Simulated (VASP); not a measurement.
BP:

```
B P
1.0
     3.20471    0.00000    0.00000
     0.00000    4.53214    0.00000
     0.00000    0.00000    3.23309
B P
2 2
Direct
  0.00000 0.00000 0.00000
  0.50000 0.50000 0.50000
  0.00000 0.25000 0.50000
  0.50000 0.75000 0.00000
```

The cell was built by a generator and isn't the measured one.

Base run:

| Quantity | Value |
| --- | --- |
| Program | VASP 6.6.1 |
| Functional | PBE0 |
| Potentials or basis | VASP PAW PBE potentials, release 64 (B, P) |
| Cutoff | 520 eV |
| k mesh | 6 × 4 × 6 |
| Occupations | gaussian, width 0.02 eV |
| Spin | no spin polarisation |

Its results: band gap on the k mesh 2.61 eV; pressure -3.0 GPa; largest force 0.065 eV/Å.

Task: The run is repeated on the same cell with these changes: functional from PBE0 to HSE06; k mesh from 6 × 4 × 6 to 6 × 5 × 6. What comes out?

Result: Band gap on the k mesh 1.91 eV; pressure -2.9 GPa; largest force 0.064 eV/Å.

Several settings changed at once, so the effect can't be laid on one alone.

Caveats: the PAW data sets were made with another functional, which shifts forces and pressure a little.
